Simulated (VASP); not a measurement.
A convergence study with VASP on AgI (zinc blende): one setting is varied, all else stays as given below, so the limit is that of these other settings.

```
AgI
1.0
    0.00000     3.25000     3.25000
    3.25000     0.00000     3.25000
    3.25000     3.25000     0.00000
Ag I
1 1
Direct
  0.00000   0.00000   0.00000
  0.25000   0.25000   0.25000
```

All values below come from PBE GGA, VASP's PBE PAW potentials (set 64) (plane waves; VASP). The tightest run used: 600 eV cut-off, 6×6×6 Γ-centred mesh, Gaussian smearing of 0.010 eV, potentials Ag I.

The settings run are ENCUT = 200; ENCUT = 300; ENCUT = 400; ENCUT = 500; ENCUT = 600. From which on does the highest Γ mode stay within 1 cm⁻¹ of the tightest run?

From ENCUT = 300 on: it is off by 0.4 there and by no more than 1 in any finer run, while ENCUT = 200 is off by 4.0.
| setting | mean ε∞ | highest Γ mode (cm⁻¹) | plane waves | difference judged (cm⁻¹) |
|---|---|---|---|---|
| ENCUT = 200 | 5.51 | 100.9 | 459 | 4.0 |
| ENCUT = 300 | 5.63 | 105.3 | 869 | 0.4 |
| ENCUT = 400 | 5.61 | 105.0 | 1272 | 0.0 |
| ENCUT = 500 | 5.61 | 105.0 | 1807 | 0.0 |
| ENCUT = 600 | 5.61 | 105.0 | 2302 | 0.0 |

Left out are rungs that failed or repeat a setting and relaxations that didn't move; long series are thinned to 24 rows.

The compound is AgI in the zinc blende structure, whereas wurtzite is the usual form. The cell was not relaxed at this level.
